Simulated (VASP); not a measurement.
Here is the system:

```
BeTe
1.0
    0.00000     2.77006     2.77006
    2.77006     0.00000     2.77006
    2.77006     2.77006     0.00000
Be Te
1 1
Cartesian
  0.00000   0.00000   0.00000
  1.38503   1.38503   1.38503
```

All values below come from PBE GGA with D4 dispersion, VASP's PBE PAW potentials (set 64) (plane waves; VASP). Run with 520 eV cut-off, 8×8×8 Γ-centred mesh, Gaussian smearing of 0.050 eV, potentials Be Te.

Unless said otherwise, spin-orbit coupling is left out, though it shifts the bands of the heavy elements here.

Q: What does the run give for the energy per atom (σ→0), pressure, band gap (on the k-mesh) with the smallest direct gap where there is one?

A: 
```yaml
band gap (on the k-mesh): 1.85 eV
smallest direct gap (on the k-mesh): 3.56 eV
energy per atom (σ→0): -4.128 eV/atom
pressure: 1.99 GPa
```

Only differences to runs with the same potentials and settings are physical.

The compound is BeTe in the zinc blende structure. This cell is one point of a volume scan, at 0.97 of the reference volume.
